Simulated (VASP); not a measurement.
VASP ran on this input.

**POSCAR**
```
LiC
1
   -1.7957650000     2.4009900000     2.6653800000
    1.7957650000    -2.4009900000     2.6653800000
    1.7957650000     2.4009900000    -2.6653800000
Li C
2 2
Direct
  0.7481730000   0.2558040000   0.4811490000
  0.2650420000   0.7704580000   0.5014790000
  0.8718260000  -0.0004200000   0.8822380000
  0.1149590000  -0.0258430000   0.1351340000
```

INCAR:
```
! general
SYSTEM = LiC
PREC   = Accurate
ENCUT  = 400
LREAL  = F
LASPH  = T   ! aspherical one-centre terms

! electronic loop
EDIFF  = 1E-6   ! SCF stop (eV)
NELM   = 100
ALGO   = Normal   ! blocked Davidson

! smearing
ISMEAR = 0   ! Gaussian
SIGMA  = 0.01

! ions
ISIF   = 2

! output
LWAVE  = F
LCHARG = F
```

### KPOINTS
```
Automatic mesh
0
Gamma
6 8 8
0 0 0
```

POTCAR, in this order: Li_sv C (LDA.64 set). Program: vasp_std.

Q: Translate this LDA calculation to Quantum ESPRESSO's pw.x.

A: One equivalent input (not run):
```
&CONTROL
  calculation = 'scf'
  pseudo_dir = './pseudo'
  outdir = './out'
  tprnfor = .true.
  tstress = .true.
/
&SYSTEM
  ibrav = 0
  nat = 4
  ntyp = 2
  ecutwfc = 82
  occupations = 'smearing'
  smearing = 'gaussian'
  degauss = 0.000735
  input_dft = 'pz'
/
&ELECTRONS
  conv_thr = 7.3e-08
  electron_maxstep = 100
/
ATOMIC_SPECIES
  Li 6.940 Li.upf
  C 12.011 C.upf
CELL_PARAMETERS angstrom
    -1.7957650    2.4009900    2.6653800
     1.7957650   -2.4009900    2.6653800
     1.7957650    2.4009900   -2.6653800
ATOMIC_POSITIONS crystal
  Li   0.7481730  0.2558040  0.4811490
  Li   0.2650420  0.7704580  0.5014790
  C    0.8718260 -0.0004200  0.8822380
  C    0.1149590 -0.0258430  0.1351340
K_POINTS automatic
  6 8 8 0 0 0
```
Limits of the translation: the potentials are each code's own (VASP's PAW set, PseudoDojo norm-conserving files in pw.x), so ENCUT and ecutwfc are chosen apart and not converted; conv_thr bounds pw.x's estimated SCF error, while EDIFF bounds the energy change between steps.

The structure comes from a computed database's LiC entry; how it stands against other phases isn't given here. The cell was not relaxed at this level, atoms are displaced from their ideal sites.
